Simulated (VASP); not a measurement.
These are MS2 meta-GGA, VASP's PBE PAW potentials (set 64) (plane waves; VASP 6.6.1) values and carry that method's errors.

VASP ran on this input.

**POSCAR**
```
Hf
1
    1.5950000000    -2.7626210000     0.0000000000
    1.5950000000     2.7626210000     0.0000000000
    0.0000000000     0.0000000000     5.0500000000
Hf
2
Direct
  0.3333330000   0.6666670000   0.2500000000
  0.6666670000   0.3333330000   0.7500000000
```

### INCAR
```
SYSTEM = Hf
PREC = Accurate
ENCUT = 520
EDIFF = 1E-6
NELM = 100
ALGO = Normal
LREAL = .FALSE.
LASPH = .TRUE.
ISMEAR = 1
SIGMA = 0.1
METAGGA = MS2
LMIXTAU = .TRUE.
LMAXMIX = 6
LWAVE = .FALSE.
LCHARG = .FALSE.
IBRION = 2
ISIF = 3
NSW = 60
EDIFFG = -0.01
```

KPOINTS:
```
Automatic mesh
0
gamma
 12 12 7
```

POTCAR, in this order: Hf_pv (PBE.64 set). Program: vasp_std.

Output of the run:

OUTCAR:
```
 ion  position               nearest neighbor table
   1  0.333  0.667  0.250-   2 3.13   2 3.13   2 3.13   2 3.13   2 3.13   2 3.13
   2  0.667  0.333  0.750-   1 3.13   1 3.13   1 3.13   1 3.13   1 3.13   1 3.13
  LATTYP: Found a hexagonal cell.
 ALAT       =     3.1899999670
 C/A-ratio  =     1.5830721167
 Subroutine PRICEL returns:
 Original cell was already a primitive cell.
 Subroutine GETGRP returns: Found 24 space group operations
The static configuration has the point symmetry D_3d.
 The point group associated with its full space group is D_6h.
The dynamic configuration has the point symmetry D_3d.
 Subroutine INISYM returns: Found 24 space group operations
 Subroutine IBZKPT returns following result:
 Found     76 irreducible k-points:

 Following reciprocal coordinates:
            Coordinates               Weight
  0.000000  0.000000  0.000000      1.000000
  0.083333  0.000000  0.000000      6.000000
  0.166667  0.000000  0.000000      6.000000
  0.250000  0.000000  0.000000      6.000000
  0.333333  0.000000  0.000000      6.000000
  0.416667  0.000000  0.000000      6.000000
  0.500000  0.000000  0.000000      3.000000
  0.083333  0.083333  0.000000      6.000000
  0.166667  0.083333  0.000000     12.000000
  0.250000  0.083333  0.000000     12.000000
  0.333333  0.083333  0.000000     12.000000
  0.416667  0.083333  0.000000     12.000000
  0.166667  0.166667  0.000000      6.000000
  0.250000  0.166667  0.000000     12.000000
  0.333333  0.166667  0.000000     12.000000
  0.416667  0.166667  0.000000      6.000000
  0.250000  0.250000  0.000000      6.000000
  0.333333  0.250000  0.000000     12.000000
  0.333333  0.333333  0.000000      2.000000
  0.000000  0.000000  0.142857      2.000000
  0.083333  0.000000  0.142857     12.000000
  0.166667  0.000000  0.142857     12.000000
  0.250000  0.000000  0.142857     12.000000
  0.333333  0.000000  0.142857     12.000000
  0.416667  0.000000  0.142857     12.000000
  0.500000  0.000000  0.142857      6.000000
  0.083333  0.083333  0.142857     12.000000
  0.166667  0.083333  0.142857     24.000000
  0.250000  0.083333  0.142857     24.000000
  0.333333  0.083333  0.142857     24.000000
  0.416667  0.083333  0.142857     24.000000
  0.166667  0.166667  0.142857     12.000000
  0.250000  0.166667  0.142857     24.000000
  0.333333  0.166667  0.142857     24.000000
  0.416667  0.166667  0.142857     12.000000
  0.250000  0.250000  0.142857     12.000000
  0.333333  0.250000  0.142857     24.000000
  0.333333  0.333333  0.142857      4.000000
  0.000000  0.000000  0.285714      2.000000
  0.083333  0.000000  0.285714     12.000000
   k-points           NKPTS =     76   k-points in BZ     NKDIM =     76   number of bands    NBANDS=     14
   number of dos      NEDOS =    301   number of ions     NIONS =      2
   total plane-waves  NPLWV =  23040
   dimension x,y,z NGX =    24 NGY =   24 NGZ =   40
   dimension x,y,z NGXF=    48 NGYF=   48 NGZF=   80
   ions per type =               2
   PREC   = accura    normal or accurate (medium, high low for compatibility)
   ISTART =      0    job   : 0-new  1-cont  2-samecut
   ICHARG =      2    charge: 1-file 2-atom 10-const
   ISPIN  =      1    spin polarized calculation?
   LNONCOLLINEAR =      F non collinear calculations
   LSORBIT =      F    spin-orbit coupling
   INIWAV =      1    electr: 0-lowe 1-rand  2-diag
   ENCUT  =  520.0 eV  38.22 Ry    6.18 a.u.   5.93  5.93  9.39*2*pi/ulx,y,z
   NELM   =    100;   NELMIN=  2; NELMDL= -5     # of ELM steps
   EDIFF  = 0.1E-05   stopping-criterion for ELM
   LREAL  =      F    real-space projection
...
```

### OSZICAR
```
       N       E                     dE             d eps       ncg     rms          rms(c)
DAV:   1     0.550909615574E+02    0.55091E+02   -0.11424E+04  2136   0.134E+03
DAV:   2    -0.100074827879E+02   -0.65098E+02   -0.63973E+02  2680   0.267E+02
DAV:   3    -0.120066845252E+02   -0.19992E+01   -0.19487E+01  2890   0.306E+01
DAV:   4    -0.120249195064E+02   -0.18235E-01   -0.18229E-01  2464   0.353E+00
DAV:   5    -0.120252172733E+02   -0.29777E-03   -0.29775E-03  2936   0.364E-01    0.732E+01
DAV:   6     0.101846894863E+02    0.22210E+02   -0.91452E+00  2128   0.330E+01    0.391E+01
DAV:   7     0.139936771858E+02    0.38090E+01   -0.38717E+00  2278   0.167E+01    0.629E+00
DAV:   8     0.109524411372E+02   -0.30412E+01   -0.21510E+00  2254   0.132E+01    0.131E+01
DAV:   9     0.133983791476E+02    0.24459E+01   -0.11385E+00  2164   0.122E+01    0.394E+00
DAV:  10     0.132752328555E+02   -0.12315E+00   -0.27872E-02  2452   0.202E+00    0.373E+00
DAV:  11     0.130888092362E+02   -0.18642E+00   -0.81495E-02  2158   0.377E+00    0.257E+00
DAV:  12     0.130738827286E+02   -0.14927E-01   -0.29103E-01  2128   0.577E+00    0.402E+00
DAV:  13     0.130681510346E+02   -0.57317E-02   -0.32095E-02  2260   0.135E+00    0.328E+00
DAV:  14     0.130728911563E+02    0.47401E-02   -0.17271E-02  2236   0.129E+00    0.209E+00
DAV:  15     0.130681348408E+02   -0.47563E-02   -0.41219E-03  2332   0.683E-01    0.120E+00
DAV:  16     0.130678876735E+02   -0.24717E-03   -0.68663E-05  2914   0.733E-02    0.114E+00
DAV:  17     0.130655614617E+02   -0.23262E-02   -0.22438E-03  2230   0.429E-01    0.783E-01
DAV:  18     0.130666061101E+02    0.10446E-02   -0.22120E-03  2176   0.440E-01    0.789E-01
DAV:  19     0.130643757873E+02   -0.22303E-02   -0.63256E-03  2158   0.927E-01    0.364E-01
DAV:  20     0.130644740435E+02    0.98256E-04   -0.25048E-04  2602   0.159E-01    0.196E-01
DAV:  21     0.130643379200E+02   -0.13612E-03   -0.26475E-04  2218   0.134E-01    0.106E-01
DAV:  22     0.130643481285E+02    0.10209E-04   -0.36353E-05  2620   0.619E-02    0.583E-02
DAV:  23     0.130642703665E+02   -0.77762E-04   -0.13188E-04  2176   0.114E-01    0.492E-02
DAV:  24     0.130642747216E+02    0.43550E-05   -0.10502E-05  2668   0.302E-02    0.350E-02
DAV:  25     0.130642680627E+02   -0.66589E-05   -0.29130E-05  2212   0.612E-02    0.145E-02
DAV:  26     0.130642547769E+02   -0.13286E-04   -0.12794E-05  2272   0.410E-02    0.473E-03
DAV:  27     0.130642572049E+02    0.24280E-05   -0.11656E-06  2208   0.102E-02    0.352E-03
DAV:  28     0.130642570434E+02   -0.16148E-06   -0.51857E-07  1454   0.788E-03
   1 F= 0.13064257E+02 E0= 0.13064245E+02  d E =0.130643E+02
       N       E                     dE             d eps       ncg     rms          rms(c)
DAV:   1     0.127511386030E+02   -0.31312E+00   -0.10029E+01  2128   0.281E+01    0.716E+00
DAV:   2     0.130101889708E+02    0.25905E+00   -0.55351E-01  2146   0.650E+00    0.212E+00
DAV:   3     0.130710242279E+02    0.60835E-01   -0.31843E-01  2128   0.465E+00    0.961E-01
DAV:   4     0.130731991343E+02    0.21749E-02   -0.37611E-02  2266   0.179E+00    0.988E-01
DAV:   5     0.130731319394E+02   -0.67195E-04   -0.17789E-02  2206   0.128E+00    0.480E-01
DAV:   6     0.130733313414E+02    0.19940E-03   -0.72433E-03  2188   0.838E-01    0.213E-01
DAV:   7     0.130729943532E+02   -0.33699E-03   -0.17049E-03  2308   0.387E-01    0.332E-02
DAV:   8     0.130730088573E+02    0.14504E-04   -0.61670E-05  2818   0.720E-02    0.470E-02
DAV:   9     0.130730197404E+02    0.10883E-04   -0.36611E-05  2290   0.716E-02    0.365E-02
DAV:  10     0.130730282749E+02    0.85345E-05   -0.19332E-05  2224   0.513E-02    0.316E-03
DAV:  11     0.130730208420E+02   -0.74329E-05   -0.71141E-07  1388   0.802E-03    0.146E-03
DAV:  12     0.130730240139E+02    0.31719E-05   -0.65374E-08  1250   0.273E-03    0.219E-03
DAV:  13     0.130730221909E+02   -0.18230E-05   -0.25049E-08  1208   0.185E-03    0.935E-04
DAV:  14     0.130730229826E+02    0.79171E-06   -0.92740E-09  1172   0.124E-03
   2 F= 0.13073023E+02 E0= 0.13073145E+02  d E =0.876594E-02
       N       E                     dE             d eps       ncg     rms          rms(c)
DAV:   1     0.129754761953E+02   -0.97546E-01   -0.30302E+00  2128   0.153E+01    0.402E+00
DAV:   2     0.130353721386E+02    0.59896E-01   -0.17428E-01  2170   0.352E+00    0.117E+00
DAV:   3     0.130493628288E+02    0.13991E-01   -0.98798E-02  2128   0.247E+00    0.513E-01
DAV:   4     0.130494301009E+02    0.67272E-04   -0.13765E-02  2224   0.110E+00    0.485E-01
DAV:   5     0.130503907863E+02    0.96069E-03   -0.57440E-03  2170   0.767E-01    0.238E-01
DAV:   6     0.130495222997E+02   -0.86849E-03   -0.23577E-03  2146   0.519E-01    0.701E-02
DAV:   7     0.130495558651E+02    0.33565E-04   -0.49869E-04  2470   0.204E-01    0.391E-02
DAV:   8     0.130495419821E+02   -0.13883E-04   -0.16365E-05  2704   0.331E-02    0.141E-02
DAV:   9     0.130495334960E+02   -0.84861E-05   -0.18847E-06  2324   0.162E-02    0.341E-03
DAV:  10     0.130495309415E+02   -0.25545E-05   -0.23932E-07  1322   0.541E-03    0.848E-04
DAV:  11     0.130495323264E+02    0.13849E-05   -0.35017E-08  1262   0.183E-03    0.565E-04
DAV:  12     0.130495307399E+02   -0.15865E-05   -0.15575E-08  1220   0.141E-03    0.639E-04
DAV:  13     0.130495317858E+02    0.10459E-05   -0.67093E-09  1208   0.110E-03    0.396E-04
DAV:  14     0.130495312828E+02   -0.50297E-06   -0.17126E-09  1178   0.433E-04
   3 F= 0.13049531E+02 E0= 0.13049625E+02  d E =-.147258E-01
       N       E                     dE             d eps       ncg     rms          rms(c)
DAV:   1     0.130495103517E+02   -0.21434E-04   -0.77675E-04  2152   0.246E-01    0.632E-02
DAV:   2     0.130495275359E+02    0.17184E-04   -0.43846E-05  2194   0.564E-02    0.186E-02
DAV:   3     0.130495324984E+02    0.49625E-05   -0.26108E-05  2164   0.410E-02    0.860E-03
DAV:   4     0.130495337119E+02    0.12136E-05   -0.30930E-06  2278   0.164E-02    0.814E-03
DAV:   5     0.130495306716E+02   -0.30403E-05   -0.11955E-06  1232   0.112E-02    0.361E-03
DAV:   6     0.130495331670E+02    0.24954E-05   -0.60824E-07  1172   0.749E-03    0.738E-04
DAV:   7     0.130495318480E+02   -0.13190E-05   -0.11555E-07  1154   0.325E-03    0.707E-04
DAV:   8     0.130495320159E+02    0.16787E-06   -0.10542E-08  1136   0.718E-04
   4 F= 0.13049532E+02 E0= 0.13049628E+02  d E =-.147250E-01
       N       E                     dE             d eps       ncg     rms          rms(c)
DAV:   1     0.130493460789E+02   -0.18577E-03   -0.11216E-02  2128   0.898E-01    0.102E-01
DAV:   2     0.130494786486E+02    0.13257E-03   -0.16083E-04  2860   0.109E-01    0.366E-02
DAV:   3     0.130494824801E+02    0.38316E-05   -0.60836E-05  2476   0.614E-02    0.434E-02
DAV:   4     0.130495094804E+02    0.27000E-04   -0.34930E-05  2692   0.689E-02    0.174E-02
DAV:   5     0.130494874401E+02   -0.22040E-04   -0.52045E-05  2290   0.797E-02    0.185E-02
DAV:   6     0.130494807219E+02   -0.67182E-05   -0.51119E-06  2242   0.244E-02    0.192E-03
DAV:   7     0.130494823940E+02    0.16721E-05   -0.34972E-07  1202   0.694E-03    0.146E-03
DAV:   8     0.130494812063E+02   -0.11876E-05   -0.43461E-08  1190   0.237E-03    0.122E-03
DAV:   9     0.130494817218E+02    0.51547E-06   -0.11767E-08  1142   0.120E-03
   5 F= 0.13049482E+02 E0= 0.13049579E+02  d E =-.502941E-04
```

File OUTCAR:
```
------------------------ aborting loop because EDIFF is reached ----------------------------------------
  FORCE on cell =-STRESS in cart. coord.  units (eV):
  Direction    XX          YY          ZZ          XY          YZ          ZX
  --------------------------------------------------------------------------------------
  Total        0.0152598      0.0152598      0.0002772      0.0000000      0.0000000      0.0000000
  in kB        0.5666571      0.5666571      0.0102944      0.0000000      0.0000000      0.0000000
  external PRESSURE =       0.3812028 kB  Pullay stress =       0.0000000 kB
  volume of cell :       43.15
      direct lattice vectors                 reciprocal lattice vectors
     1.580517220 -2.737536089 -0.000000000     0.316352137 -0.182645994  0.000000000
     1.580517220  2.737536089 -0.000000000     0.316352137  0.182645994  0.000000000
    -0.000000000  0.000000000  4.985968568     0.000000000  0.000000000  0.200562837
 POSITION                                       TOTAL-FORCE (eV/Angst)
 -----------------------------------------------------------------------------------
      1.58052      0.91251      1.24649        -0.000000      0.000000      0.000000
      1.58052     -0.91251      3.73948         0.000000     -0.000000      0.000000
 -----------------------------------------------------------------------------------
    total drift:                               -0.000003      0.000183     -0.000015
  FREE ENERGIE OF THE ION-ELECTRON SYSTEM (eV)
  ---------------------------------------------------
  free  energy   TOTEN  =        13.0494817218 eV

  energy  without entropy=       13.0497727715  energy(sigma->0) =       13.04957874

 reached required accuracy - stopping structural energy minimisation
```
(Selected blocks of OUTCAR.)

**CONTCAR**
```
Hf
   1.00000000000000
     1.5805172195122719   -2.7375360893991227   -0.0000000000000000
     1.5805172195122719    2.7375360893991227   -0.0000000000000000
    -0.0000000000000000    0.0000000000000000    4.9859685684487998
  Hf
     2
Direct
     0.3333330000000032    0.6666669999999968    0.2500000000000000
     0.6666669999999968    0.3333330000000032    0.7500000000000000
```

Energy and stress use the plane-wave basis of the starting cell.

The compound is Hf in the hcp structure. This run relaxes it. Symmetry was kept, so distortions that lower it aren't found.
